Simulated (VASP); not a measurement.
Here is the system:

```
WS2
1.0
    3.18286     0.00000     0.00000
   -1.59143     2.75643     0.00000
    0.00000     0.00000    16.94275
W S
1 2
Direct
  0.00000   0.00000   0.00000
  0.33333   0.66667   0.90796
  0.33333   0.66667   0.09204
```

All values below come from r2SCAN meta-GGA, VASP's PBE PAW potentials (set 64) (plane waves; VASP). Numerical set-up: 400 eV cut-off, 9×9×2 Γ-centred mesh, tetrahedra with Blöchl corrections, potentials W_sv S.

The cell holds a wide vacuum, so values per volume refer to the whole cell.  The cores are frozen, which limits the accuracy of field gradients.

**Question.** Give the principal components of the electric field gradient (V/Å²) and the asymmetry η at each nucleus.

**Answer.** 
```json
[
 {"atom": "W1", "Vxx": "77.3", "Vyy": "77.3", "Vzz": "-154.6", "η": "0.00"},
 {"atom": "S2", "Vxx": "25.0", "Vyy": "25.0", "Vzz": "-50.0", "η": "0.00"},
 {"atom": "S3", "Vxx": "25.0", "Vyy": "25.0", "Vzz": "-50.0", "η": "0.00"}
]
```

The cell is a sheet with vacuum, built from a database entry that may be metastable or hypothetical.
